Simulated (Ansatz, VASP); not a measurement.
# WS2 (Tungstenite) in two plane-wave programs, part 2 of 2

Aim: how closely do two programs agree when they are given the same cell, functional and k mesh? The cell is taken from a series of runs on this material, whose earlier steps may have relaxed, scaled, displaced or heated it; both programs get it as it stands.

VASP 6.6.1 and Ansatz 0.2.0.

So far: The structure; VASP: G0W0 gap, HSE06 form with 15 % exact exchange, screening 0.2078 1/A with an exact-exchange share of 0.15.

## 3. Ansatz: G0W0 gap, HSE06 form with 15 % exact exchange, screening 0.2078 1/A with an exact-exchange share of 0.15

Level of this step: Ansatz beside VASP: G0W0 on Kohn-Sham DFT, plane waves, HSE06 form with 15 % exact exchange, screening 0.2078 1/A (Ansatz).

Ansatz runs on its PAW soft_1 files.

The same cell, functional and mesh now go to Ansatz, which takes its cutoff from its data sets.

File input.yaml:

```yaml
crystal:
  lattice:
    - [3.1532, 0.0, 0.0]
    - [-1.5766, 2.7307513032, 0.0]
    - [0.0, 0.0, 12.323]
  atoms:
    - { symbol: W, position: [0.3333333333, 0.6666666667, 0.25] }
    - { symbol: W, position: [0.6666666667, 0.3333333333, 0.75] }
    - { symbol: S, position: [0.3333333333, 0.6666666667, 0.6225] }
    - { symbol: S, position: [0.6666666667, 0.3333333333, 0.1225] }
    - { symbol: S, position: [0.3333333333, 0.6666666667, 0.8775] }
    - { symbol: S, position: [0.6666666667, 0.3333333333, 0.3775] }
kpoints:
  mp_grid: { grid: [6, 6, 2] }
hamiltonian:
  xc:
    exchange: pbe
    correlation: pbe
    exx: { coeff: 0.15, omega: 0.2078 }
  pseudopotentials: { kind: paw, azcp: { folder: soft_1 } }
scf:
  occupations: { method: fixed }
gw:
  n_empty_bands: 442
  ecut_chi: 150.0
  qp_bands: [v2, c2]
  qp_kpoints: band_edges
  screening: { model: contour_deformation }
```

Run with:

```sh
$ ansatz run input.yaml --threads 4 --pin off --max-ram 138240MiB --backend cuda --events-out ev --progress --plain --runs-dir out --devices 1 --max-vram 26GiB
```

Numbers of over 12 decimals in the logs are rounded to 6 here.

The program printed:

```text
GPUs: using 1 of 1 available (devices: 1).
Engine: ansatz 0.2.0, x86_64-unknown-linux-gnu
Pseudopotentials: kind: paw
Pseudopotential: W, paw, valence charge 14, recommended cutoff 420 eV (normal), soft_1/W.paw.azcp
Pseudopotential: S, paw, valence charge 6, recommended cutoff 420 eV (normal), soft_1/S.paw.azcp
Functional definition: unnamed
  parameter a_1 = 0.15
  parameter omega_1 = 0.2078/angstrom
  exchange = pbe_x + (-a_1)*pbe_x_sr(omega_1) + a_1*exact_x_sr(omega_1)
  correlation = pbe_c
davidson cushion auto → on  (no smearing: the cushion is to keep the highest requested band from converging to the state above it; pin scf.eigensolver.cushion to override)
device memory: the entry about to start is reckoned to put 1.1 GiB on a device that reports 47.0 GiB free (of which the cap on the GPU budget leaves the run 26.0 GiB)
GPU FFT provider: cuFFT
GPU libraries: cuBLAS 13.8.2, cuFFT 12.4.0, cuSOLVER 12.3.4
Crystal: 6 atoms, lattice volume = 106.108 Å³
Basis set: ecut = 420 eV, 2057 PW (Γ)
Bands: 32, of which v1, the nominal top of the filled ones, is band 26 counted from 1 (25 counted from 0)
Symmetry: 24 space group operations
Space group: P63/mmc (ITA 194), of the structure as read, at distance tolerance 4.7e-5 Å
k-points: 14 of 72
Non-local potential: W, projectors of the file, l = 0: 3, l = 1: 2, l = 2: 2, l = 3: 1
Non-local potential: S, projectors of the file, l = 0: 2, l = 1: 2, l = 2: 1
PAW form: soft (Blöchl's): semilocal exchange-correlation on the pseudo side does not see the compensation charge
PAW frozen core: W, regenerated for the run's functional, and the local potential with it (the file was generated under x = pbe(κ = 0.804, μ = 0.219515), c = pbe(β = 0.066725))
PAW frozen core: S, regenerated for the run's functional, and the local potential with it (the file was generated under x = pbe(κ = 0.804, μ = 0.219515), c = pbe(β = 0.066725))
PAW one-centre angular grid: W, 590 points (default); XC on 64 Gauss nodes
PAW one-centre angular grid: S, 110 points (default); XC on 64 Gauss nodes
Initial density: superposition of atomic densities (chi_scale 0.1, normalization cell, long waves kept (reshape's long-wave potential 0.03 eV rms))
Initial wavefunctions: pseudopotential atomic-orbital guess
GPU buffer pool allocated for 51840 grid points (all kernels)
GPU transforms: local potential and band sums: pruned to the plane-wave sphere, on 24×24×90
Functional: x = pbe(κ = 0.804, μ = 0.219515), c = pbe(β = 0.066725), warm-up for x = pbe(κ = 0.804, μ = 0.219515) + 0.15 (exact − pbe) at short range (hse, ω = 0.2078 Å⁻¹), c = pbe(β = 0.066725)
SCF iter   1: F=—  HF=-24385.675343 eV  |F-HF|=—  |Δ(HF+E_count)|=         —  Δρ=4.21e-2  dr2=2.85e0  ethr=1.00e-1  ⟨swp⟩=3.9  Hψ=1368  notcnv=0
preconditioner: auto → none  [insulator: Δε(μ)=0.942 eV  Ē_g=8.644 eV  n_scr=26 (ndim 8)  ℏωp=21.6 eV  f_vac=0.001]
SCF iter   2: F=—  HF=-24385.199676 eV  |F-HF|=—  |Δ(HF+E_count)|=   4.76e-1  Δρ=2.50e-2  dr2=1.72e0  ethr=5.49e-3  ⟨swp⟩=4.1  Hψ=1302  notcnv=0  defer=2
SCF iter   3: F=—  HF=-24385.130338 eV  |F-HF|=—  |Δ(HF+E_count)|=   6.93e-2  Δρ=2.05e-2  dr2=1.30e0  ethr=3.30e-3  ⟨swp⟩=3.6  Hψ=1189  notcnv=0  defer=1
SCF iter   4: F=—  HF=-24384.943378 eV  |F-HF|=—  |Δ(HF+E_count)|=   1.87e-1  Δρ=8.69e-3  dr2=1.37e-1  ethr=2.50e-3  ⟨swp⟩=2.2  Hψ=997  notcnv=0
iter 5 solved again at ethr=5.61e-6 eV; its pass at ethr=2.64e-4 eV (dr2=2.91e-3 eV) is discarded
SCF iter   5: F=—  HF=-24384.926206 eV  |F-HF|=—  |Δ(HF+E_count)|=   1.72e-2  Δρ=1.77e-3  dr2=2.91e-3  ethr=5.61e-6  ⟨swp⟩=3.4  Hψ=2215  notcnv=0
SCF iter   6: F=-24384.925903 eV  HF=-24384.925932 eV  |F-HF|=2.99e-5  |Δ(HF+E_count)|=   2.73e-4  Δρ=3.16e-4  dr2=8.03e-5  ethr=5.59e-6  ⟨swp⟩=2.2  Hψ=997  notcnv=0
SCF 1 stopped early in 6 iterations: F = -24384.925903 eV  dr2 = 8.03e-5
  greatest PAW one-centre occupation: 0.999 electrons in one spin orbital (limit 2), on the W atom at site 1 (counted from 0), in its partial waves of l = 0
device memory: the entry about to start is reckoned to put 1.7 GiB (of the 1.8 GiB reckoned in all, the device holds 0.1 GiB already) on a device that reports 47.0 GiB free (of which the cap on the GPU budget leaves the run 25.9 GiB)
GPU FFT provider: cuFFT
GPU libraries: cuBLAS 13.8.2, cuFFT 12.4.0, cuSOLVER 12.3.4
Initial density: handed on by an earlier stage of this run
Initial wavefunctions: those handed on with the density
GPU buffer pool allocated for 51840 grid points (all kernels)
GPU transforms: local potential and band sums: pruned to the plane-wave sphere, on 24×24×90
Functional: x = pbe(κ = 0.804, μ = 0.219515) + 0.15 (exact − pbe) at short range (hse, ω = 0.2078 Å⁻¹), c = pbe(β = 0.066725)
[...]
Frozen-core exchange: fock
SCF iter   1: F=—  HF=-24387.283730 eV  |F-HF|=—  |Δ(HF+E_count)|=         —  Δρ=2.28e-5  dr2=5.49e-7  ethr=9.41e-8  ⟨swp⟩=3.0  Hψ=1024  notcnv=0
preconditioner: auto → none  [insulator: Δε(μ)=1.284 eV  Ē_g=9.319 eV  n_scr=26 (ndim 8)  ℏωp=21.6 eV  f_vac=0.014]
iter 2 solved again at ethr=8.68e-11 eV; its pass at ethr=9.19e-10 eV (dr2=4.52e-8 eV) is discarded
SCF iter   2: F=-24387.283730 eV  HF=-24387.283730 eV  |F-HF|=3.49e-8  |Δ(HF+E_count)|=   8.03e-8  Δρ=9.80e-6  dr2=5.47e-8  ethr=8.68e-11  ⟨swp⟩=2.0  Hψ=2212  notcnv=0
SCF 3 converged in 2 iterations: F = -24387.283730 eV  dr2 = 5.47e-8
[...]
Exchange-term sweep: 11 of 14 (spin, k) points
Exchange-term sweep: 12 of 14 (spin, k) points
Exchange-term sweep: 13 of 14 (spin, k) points
Exchange-term sweep: 14 of 14 (spin, k) points
G₀W₀ screening: q 1/14
[... further progress lines ...]
hybrid SCF converged: 2 outer / 7 inner (+6 warm-up), last move |dexx| = 9.65e-8 eV, tail = 1.14e-7 eV
Stability not checked: this state was not tested for a lower state beside it, because the functional holds exact exchange (a hybrid, or Hartree-Fock), whose exchange loop this test does not read (fock_operator; see scf.lower_state_search)
Free energy (F): -24387.283730 eV
Frozen-core exchange: fock
Harris-Foulkes:  -24387.283730 eV  (|F-HF|=3.49e-8)
Internal energy: -24387.283730 eV  (E = F + TS)
E sigma→0 (E₀):  -24387.283730 eV
Fermi energy:    11.529327 eV
--- Per-component energies (eV) ---
  E_band       = -426.194898
  E_kinetic    = 1267.496346
  E_local      = -3390.558392  (includes V_loc(G=0)·N_el)
  E_nonlocal   = 89.109141
  E_hartree    = 1407.915402
  E_xc         = -784.929774
  E_vxc        = -699.497857  (∫ρ·V_xc dr)
  E_exx        = -76.070435  (= α·E_x^exact, valence–valence)
  E_paw        = -19621.727726  (= ΣΔE_a)
  E_vpaw       = -356.443222  (= ΣTr[D̂ρ^β])
  E_aug_tail   = 0.000307  (compensation charges beyond the density's cutoff)
  E_ewald      = -3274.764942
  E_core_change = -3.753658  (= ΣΔE_core)
  E_smearing   = -0.000000  (= −TS)
  E_closure    = -0.000000  (closes the sum)
  Σ components = -24387.283730   (vs F -24387.283730, Δ=0.00e0)
--- Band table (eV; the first three rows and the last of 14) ---
  k-point 0: bands = [... 22 lower, 9.1840, 9.8310, 10.2357, 11.5293, 14.2499, 14.2499, 14.2613]
  k-point 1: bands = [... 22 lower, 9.1547, 9.1547, 11.1803, 11.1803, 14.2391, 14.2391, 14.2391]
  k-point 2: bands = [... 22 lower, 9.0003, 9.8874, 10.1805, 10.6333, 13.4451, 13.8956, 14.1074]
  k-point 13: bands = [... 22 lower, 8.1348, 8.1348, 10.8511, 10.8511, 13.1075, 13.1075, 14.5447]
  guard bands above this table: 3 of the run's 32 bands. The solve was not asked for them (output.publish_guard_bands: true or output.eigenvalues: true publishes all)
--- G₀W₀: contour deformation, 7 samples at zero and on the imaginary axis and 1 off it, 72 q-points, 442 empty bands' worth ---
  eigenvalues of the whole cell's RPA ε∞ on this k-mesh (on a slab, of 1 + 4πα/V) = 5.3027, 12.1051, 12.1051; static W/v taken at q = 0 is 0.086771
  bands read: the sum over 468 bands ends inside a degenerate multiplet in 3 slots, whose members it reads at an even weight; the widest, k=1: bands 467 to 470 (counted from 1) at 2/4 each
  gw.qp_kpoints: band_edges: 10 of 14 stored k-points solved, in 1 pass; an edge of the gap read off the rows below is read off those points alone
    valence top: of the k-points left out ik 6 came nearest to being solved in a further pass, in band 26 (counted from 1, as in the quasiparticle table): it holds the edge there only if its correction is more favourable than any solved in that band by at least 1.630 eV; those differ by 0.056 eV
    conduction bottom: of the k-points left out ik 4 came nearest to being solved in a further pass, in band 27 (counted from 1, as in the quasiparticle table): it holds the edge there only if its correction is more favourable than any solved in that band by at least 0.722 eV; those differ by 0.092 eV
    ik  band        ε_KS         Σx   Σc(E_QP)       V_xc       Z   E_QP_lin       E_QP  E_QP is
     0    25     10.2357   -18.2767     0.9337   -17.1812  0.7670    10.0736    10.0740  root
     0    26     11.5293   -19.4983     0.4458   -18.9021  0.7718    11.3787    11.3790  root
     0    27     14.2499   -13.6532    -4.3180   -18.1148  0.7727    14.3938    14.3936  root
     0    28     14.2499   -13.6532    -4.3180   -18.1148  0.7727    14.3938    14.3936  root
     1    25     11.1803   -19.2004     0.6883   -18.3449  0.7720    11.0128    11.0131  root
     1    26     11.1803   -19.2004     0.6883   -18.3449  0.7720    11.0128    11.0131  root
     1    27     14.2391   -13.6216    -4.2860   -18.0428  0.7718    14.3745    14.3743  root
     1    28     14.2391   -13.6216    -4.2860   -18.0428  0.7718    14.3745    14.3743  root
     2    25     10.1805   -18.8505     1.0131   -17.7015  0.7660    10.0444    10.0447  root
     2    26     10.6333   -19.1747     0.8292   -18.2026  0.7695    10.4901    10.4904  root
     2    27     13.4451   -13.1734    -3.9714   -17.1977  0.7748    13.4981    13.4980  root
     2    28     13.8956   -13.9734    -4.0392   -18.1052  0.7662    13.9883    13.9882  root
     3    25     10.5529   -19.2060     0.9360   -18.1213  0.7691    10.4040    10.4043  root
     3    26     10.5529   -19.2060     0.9360   -18.1213  0.7691    10.4040    10.4043  root
     3    27     13.7463   -13.5202    -4.0875   -17.6792  0.7714    13.8180    13.8179  root
     3    28     13.7463   -13.5202    -4.0875   -17.6792  0.7714    13.8180    13.8179  root
     8    25      9.8768   -19.4902     1.1800   -18.1867  0.7637     9.7532     9.7534  root
     8    26      9.9033   -19.5148     1.1540   -18.2493  0.7631     9.7916     9.7918  root
     8    27     12.8138   -12.8601    -3.7662   -16.6828  0.7821    12.8704    12.8703  root
     8    28     13.7161   -14.0660    -4.1890   -18.3621  0.7688    13.8233    13.8231  root
     9    25      9.8959   -19.5108     1.1650   -18.2276  0.7635     9.7775     9.7778  root
     9    26      9.8959   -19.5108     1.1650   -18.2276  0.7635     9.7775     9.7778  root
     9    27     13.2358   -13.3907    -3.9464   -17.4182  0.7777    13.3170    13.3169  root
     9    28     13.2358   -13.3907    -3.9464   -17.4182  0.7777    13.3170    13.3169  root
[...]
12    25     10.7537   -18.5961     0.5112   -17.9245  0.7746    10.5930    10.5933  root
    12    26     10.9706   -19.0784     0.4258   -18.5072  0.7744    10.8251    10.8253  root
    12    27     13.1073   -15.6428    -3.8784   -19.6661  0.7723    13.2524    13.2521  root
    12    28     13.1073   -15.6428    -3.8784   -19.6661  0.7723    13.2524    13.2521  root
    13    25     10.8511   -18.7824     0.4658   -18.1627  0.7747    10.6969    10.6972  root
    13    26     10.8511   -18.7824     0.4658   -18.1627  0.7747    10.6969    10.6972  root
    13    27     13.1075   -15.6478    -3.8783   -19.6712  0.7723    13.2527    13.2524  root
    13    28     13.1075   -15.6478    -3.8783   -19.6712  0.7723    13.2527    13.2524  root
```

Reading the cycles: dr2 is the Hartree energy of the density residual (eV), the measure of convergence; HF is the Harris–Foulkes estimate of the energy, which meets the free energy F at convergence.

## 4. Comparison

Known differences besides the potentials themselves: exact exchange at q = 0 is treated differently, which shows on coarse meshes; VASP keeps PBE cores, Ansatz makes them for the functional; fixed occupations in Ansatz, narrow Gaussian smearing in VASP; the cutoff is 420 eV in Ansatz and 340 eV in VASP; Ansatz integrates over frequency by contour deformation, VASP on a grid of NOMEGA points; Ansatz's G0W0 levels solve the quasiparticle equation, VASP's are linearised. Total energies have different zeros and are not compared.

The two programs side by side:

```
                   quantity  Ansatz  VASP  difference
  G0W0 gap on the mesh (eV)    1.49  1.58       -0.09
Kohn-Sham gap under it (eV)    1.28  1.29        0.00
```

VASP's log warns that its frequency grid doesn't suit quasiparticle energies on this mesh.

## 5. Summary of results

| Quantity | Value |
| --- | --- |
| difference in G0W0 gap on the mesh (G0W0 gap, HSE06 form with 15 % exact exchange, screening 0.2078 1/A with an exact-exchange share of 0.15) | -0.087 eV |

What this shows: The difference in G0W0 gap on the mesh is -0.087 eV (G0W0 gap, HSE06 form with 15 % exact exchange, screening 0.2078 1/A with an exact-exchange share of 0.15). How closely two codes agree says nothing of how well the functional describes the real material.

[Lines on the potential files, build, host, timing and source positions are cut from VASP's logs without a mark.]

[Logs are printed without paths, hosts, clocks, repeated set-up lines and the standing remarks that a program may print on its own settings, such as how far it seeks lower states.]

[Hosts, paths, dates, database ids (printed as entryN), source tags and the programs' standing remarks are cut or masked in the printed files.]
